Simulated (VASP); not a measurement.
All values below come from PBE GGA with D4 dispersion, VASP's PBE PAW potentials (set 64) (plane waves; VASP).

VASP input:

File KPOINTS:
```
Automatic
0
G
5 5 8
0 0 0
```

### POSCAR
```
MnF2
1
    4.8848969262    -0.0000000000     0.0000000000
    0.0000000000     4.8848969262     0.0000000000
    0.0000000000     0.0000000000     3.3197091013
Mn F
2 4
Direct
  0.0000000000   1.0000000000   0.0000000000
  0.5000000000   0.5000000000   0.5000000000
  0.3033658923   0.3033658923   1.0000000000
  0.8033658923   0.1966341077   0.5000000000
  0.1966341077   0.8033658923   0.5000000000
  0.6966341077   0.6966341077   0.0000000000
```

### INCAR
```
SYSTEM = MnF2
PREC = Accurate; ENCUT = 520; LREAL = .FALSE.
LASPH = .TRUE.
EDIFF = 1E-7; NELM = 100; ALGO = Normal
LMAXMIX = 4
ISMEAR = -5
GGA = PE; IVDW = 13
MAGMOM = 4.5 -4.5 -0.0 0.0 0.0 -0.0
ISPIN = 2
ISIF = 2
LWAVE = .FALSE.; LCHARG = .TRUE.; LORBIT = 11
NEDOS = 601
LEFG = .TRUE.
```

POTCAR, in this order: Mn_pv F (PBE.64 set). Program: vasp_std.

### Question
What will the output report for the number of irreducible k-points (NKPTS), largest plane-wave count, number of space-group operations, FFT grid (NGX, NGY, NGZ)?

### Answer

* **number of irreducible k-points (NKPTS)**: 30
* **largest plane-wave count**: 2154
* **number of space-group operations**: 16
* **FFT grid (NGX, NGY, NGZ)**: 36 × 36 × 28

The compound is MnF2 in the rutile structure. It was relaxed first.
